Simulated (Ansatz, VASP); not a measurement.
Zn2C in VASP and in Ansatz

```
C Zn
1.0
     0.00000    2.57795    2.45524
     2.57795    0.00000    2.45524
     2.57795    2.57795    0.00000
C Zn
1 2
Direct
  0.00000 0.00000 0.00000
  0.25000 0.25000 0.25000
  0.75000 0.75000 0.75000
```

Change from the starting cell: uniaxial_z strain -4.8%.

Alike in both runs: task single point; functional PBE; k mesh 8 × 8 × 8; occupations fermi-dirac, width 0.02 eV; no spin polarisation.

|  | VASP | Ansatz |
| --- | --- | --- |
| version | VASP 6.6.1 | Ansatz 0.2.0 |
| potentials or method | VASP PAW PBE potentials, release 64 (C, Zn) | plane waves, PAW |
| plane-wave cutoff (eV) | 520 | 420 |
| valence electrons in the cell | 28 | 28 |

Ansatz gave:

| Property | Result |
| --- | --- |
| pressure (GPa) | 12.7 |
| largest component of the traceless stress (GPa) | 8.79 |

What did VASP give for the same quantities?

Pressure (GPa): 13.6; largest component of the traceless stress (GPa): 8.88.

With one functional, cell and mesh, what is left measures potentials, basis and numerics.
